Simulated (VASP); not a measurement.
```
CELL_PARAMETERS angstrom
      4.13380     0.00000     0.00000
      0.00000     4.13380     0.00000
      0.00000     0.00000     4.13380
ATOMIC_POSITIONS crystal
  Tl 0.00000 0.00000 0.00000
  I  0.50000 0.50000 0.50000
```

These are PBEsol GGA, VASP's PBE PAW potentials (set 64) (plane waves; VASP) values and carry that method's errors. Settings: 400 eV cut-off, Gaussian smearing of 0.050 eV, potentials Tl_d I.

Unless said otherwise, spin-orbit coupling is left out, though it shifts the bands of the heavy elements here.

Question: Predict the band gap (along the path) with the smallest direct gap where there is one.

Answer: 
The band gap (along the path) is 1.34 eV and the smallest direct gap (along the path) comes out as 1.76 eV.

The structure comes from a computed database's TlI entry (Pm-3m); how it stands against other phases isn't given here. It was relaxed first, which changed the volume by -7 %.
